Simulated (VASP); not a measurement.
Data:

```yaml
crystal:
  lattice:
    - [2.81352, 0.00000, 0.00000]
    - [0.00000, 2.81352, 0.00000]
    - [0.00000, 0.00000, 2.81352]
  atoms:
    - { symbol: Al, position: [0.50000, 0.50000, 0.50000] }
    - { symbol: Fe, position: [0.00000, 0.00000, 0.00000] }
```

Method: LDA (Ceperley-Alder, Perdew-Zunger), VASP's LDA PAW potentials (set 64) (plane waves; VASP 6.6.1). Settings: 500 eV cut-off, 13×13×13 Γ-centred mesh, first-order Methfessel-Paxton smearing of 0.10 eV, potentials Al Fe.

**Question.** What does the run give for the energy per atom (σ→0), band gap (on the k-mesh) with the smallest direct gap where there is one?

**Answer.** 
```
Item                                                        Result
------------------------  ----------------------------------------
band gap (on the k-mesh)  none (metal, semimetal or under 0.01 eV)
energy per atom (σ→0)                               -7.153 eV/atom
```

Only differences to runs with the same potentials and settings are physical.

The compound is FeAl in the CsCl type structure. It was relaxed first, which changed the volume by -10 %. The run is not spin-polarised, so no magnetic state was tried. The electron count is odd and the run is not spin-polarised, which forces a metal.
